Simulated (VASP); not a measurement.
Here is the system:

```yaml
crystal:
  lattice:
    - [4.39139, 0.00000, 0.00000]
    - [0.00000, 4.39139, 0.00000]
    - [0.00000, 0.00000, 4.39139]
  atoms:
    - { symbol: Cs, position: [0.00000, 0.00000, 0.00000] }
    - { symbol: Br, position: [0.50000, 0.50000, 0.50000] }
```

The numbers are results of SCAN meta-GGA, VASP's PBE PAW potentials (set 64) (plane waves; VASP), not measurements. Settings: 520 eV cut-off, 6×6×6 Γ-centred mesh, Gaussian smearing of 0.050 eV, potentials Cs_sv Br.

Task: The job: CsBr (CsCl type), 2 atoms, SCAN, static run, 520 eV, 6×6×6 Γ-centred mesh. Roughly how much core time does it take on a busy server core?

Result: About 2 core-minutes (one run on a shared machine, a rough figure). It had 20 irreducible k-points, 12 bands, up to 2301 plane waves and 21 electronic steps.

The compound is CsBr in the CsCl type structure. This cell is one point of a volume scan, at 1.06 of the reference volume.
